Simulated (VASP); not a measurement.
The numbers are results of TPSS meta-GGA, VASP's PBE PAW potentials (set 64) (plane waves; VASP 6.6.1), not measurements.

A VASP calculation is set up with these files.

**KPOINTS**
```
Regular mesh
0
gamma
6 6 6
```

**POSCAR**
```
Li2S
1
   -0.0000000000     2.8272200708     2.8272200708
    2.8272200708     0.0000000000     2.8272200708
    2.8272200708     2.8272200708    -0.0000000000
Li S
2 1
Direct
  0.2500000000   0.2500000000   0.2500000000
  0.7500000000   0.7500000000   0.7500000000
  0.0000000000   0.0000000000   0.0000000000
```

### INCAR
```
! general
SYSTEM  = Li2S
PREC    = Accurate
ENCUT   = 520
LREAL   = .False.
LASPH   = .True.   ! aspherical one-centre terms

! electronic loop
EDIFF   = 1E-6
NELM    = 100   ! most electronic steps
ALGO    = Normal
LMIXTAU = .True.

! smearing
ISMEAR  = 0   ! Gaussian
SIGMA   = 0.05   ! width (eV)

! functional
METAGGA = TPSS

! ions
IBRION  = 2   ! conjugate gradients
NSW     = 60   ! most ionic steps
ISIF    = 3
EDIFFG  = -0.02

! output
LWAVE   = .False.
LCHARG  = .False.
```

POTCAR, in this order: Li_sv S (PBE.64 set). Program: vasp_std.

Question: Predict the energy per atom (σ→0), volume per atom, band gap (on the k-mesh).

Answer: 
* **energy per atom (σ→0)**: -6.275 eV/atom
* **band gap (on the k-mesh)**: 3.42 eV
* **volume per atom**: 15.12 Å³/atom

OSZICAR:
```
...
DAV:   2    -0.188237222812E+02    0.47939E-03   -0.14487E-03   470   0.261E-01    0.672E-02
DAV:   3    -0.188238318302E+02   -0.10955E-03   -0.24976E-04   398   0.197E-01    0.358E-02
DAV:   4    -0.188236534497E+02    0.17838E-03   -0.66790E-04   320   0.319E-01    0.295E-02
DAV:   5    -0.188237631832E+02   -0.10973E-03   -0.85030E-04   336   0.385E-01    0.855E-03
DAV:   6    -0.188237533398E+02    0.98433E-05   -0.14792E-04   352   0.146E-01    0.152E-02
DAV:   7    -0.188237470340E+02    0.63058E-05   -0.50393E-06   330   0.294E-02    0.124E-02
DAV:   8    -0.188237462734E+02    0.76064E-06   -0.65710E-07   322   0.121E-02
   2 F= -.18823746E+02 E0= -.18823746E+02  d E =-.153063E-03
```

The compound is Li2S in the antifluorite structure. This run relaxes it. Symmetry was kept, so distortions that lower it aren't found. The start is the result of an earlier pass.
